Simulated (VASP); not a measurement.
Input of a VASP 6.6.1 run:

File INCAR:

```
ALGO = Normal ; EDIFF = 1E-6
ENCUT = 520 ; GGA = PE
ISIF = 2 ; ISMEAR = -1
IVDW = 12 ; LASPH = True
LCHARG = False ; LREAL = Auto
LWAVE = False ; NBANDS = 45
NELM = 60 ; PREC = Accurate
SIGMA = 0.05
```

KPOINTS

```
k-points
0
Gamma
  1 1 1
```

The input POSCAR:

```
LiH13O7
1.0
    6.6282230000      0.0000000000      0.0000000000
    0.0000000000      6.6282230000      0.0000000000
    0.0000000000      0.0000000000      6.6282230000
O H Li
7 13 1
Direct
    0.1731082373      0.8205517527      0.0235357199
    0.8465466536      0.0630033117      0.4552954842
   -0.0758272617      0.3408455026      0.7607317979
    0.4325593753     -0.0921212216      0.6907884662
    0.8417640746      0.7488432420      0.7671890339
    0.6815250483      0.1632866003      1.0994198596
    0.2149897491      0.7104920882      0.4463488932
    0.2194705881      0.7789418069      0.1636939493
    0.2795621089      0.8884734264     -0.0514919308
    0.8842792405      0.1668923933      0.5579323448
    0.8091912418      0.1337613415      0.3244157597
   -0.1150534615      0.4868725750      0.7417825260
    0.0598803028      0.3506369656      0.8066867998
    0.3495356146     -0.1773024233      0.5925570096
    0.5131239549     -0.0271867739      0.5850135097
    0.7018472372      0.7868021338      0.8124802077
    0.9294195443      0.7968199018      0.8838718915
    0.5437053038      0.2048663722      1.1354023544
    0.7092549542      0.2256562581      0.9677706981
    0.2400794300      0.5697756397      0.4568343582
    0.9540113542      0.7888087048      0.4813205591
```

Potentials or basis: VASP PAW PBE potentials, release 64 (O, H, Li_sv).

Command:

```console
$ cat potpaw_PBE.64/O/POTCAR potpaw_PBE.64/H/POTCAR potpaw_PBE.64/Li_sv/POTCAR > POTCAR
$ mpirun -np 1 vasp_gam > vasp.out
```

Task: Predict the dispersion energy per atom.

Result: -0.029 eV.

Task: Estimate the largest force.

Result: 1.606 eV/Å.

Task: Predict the band gap on the k mesh.

Result: 3.39 eV, direct.

Forces on the atoms (eV/Å):
```
O   -0.332 -0.311  0.940
O   -0.186  0.640 -0.639
O   -1.229  0.593 -0.579
O    0.717  0.437 -0.277
O   -0.492  0.431  1.466
O   -0.719  0.286 -0.027
O   -0.428  0.816 -0.638
H   -0.268  0.379 -0.676
H    0.282 -0.125 -0.105
H   -0.168 -0.252 -0.342
H    0.347 -0.598  0.897
H    0.069 -0.463  0.342
H    1.050 -0.103  0.416
H   -0.809 -0.693  0.047
H    0.382  0.342  0.595
H    0.587 -0.140 -0.891
H    0.085 -0.527 -0.840
H    0.464 -0.209 -0.220
H    0.335 -0.019  0.153
H    0.311 -1.034  0.052
Li   0.001  0.552  0.327
```

 A hybrid or GW would open this gap; PBE tends to underestimate it.
